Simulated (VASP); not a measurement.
```
CELL_PARAMETERS angstrom
      0.00000     2.69177     2.69177
      2.69177     0.00000     2.69177
      2.69177     2.69177     0.00000
ATOMIC_POSITIONS crystal
  K  0.00000 0.00000 0.00000
  F  0.50000 0.50000 0.50000
```

These are PBE GGA with D3 dispersion (zero damping), VASP's PBE PAW potentials (set 64) (plane waves; VASP) values and carry that method's errors. Numerical set-up: 520 eV cut-off, Gaussian smearing of 0.050 eV, potentials K_sv F.

**Question.** Give the energies of bands 6 to 10 at the high-symmetry points, in eV from the valence-band maximum.

**Answer.** 
```json
[
 {"band": "6", "Γ": "0.00", "X": "-0.22", "U": "-0.33", "L": "-0.77", "W": "-0.39"},
 {"band": "7", "Γ": "0.00", "X": "-0.06", "U": "-0.20", "L": "-0.33", "W": "-0.17"},
 {"band": "8", "Γ": "0.00", "X": "-0.06", "U": "-0.19", "L": "-0.33", "W": "-0.17"},
 {"band": "9", "Γ": "6.05", "X": "8.18", "U": "8.90", "L": "8.97", "W": "9.66"},
 {"band": "10", "Γ": "10.62", "X": "10.18", "U": "10.61", "L": "10.44", "W": "9.66"}
]
```

The gap is direct, 6.05 eV, from the valence maximum at Γ to the conduction minimum at Γ.

Measured: gap 10.90 eV (computed value off by -4.85 eV), as given by David Koller et al., Journal of Physics Condensed Matter (2013), arXiv:1304.4470.

The compound is KF in the rock salt structure. It was relaxed first.
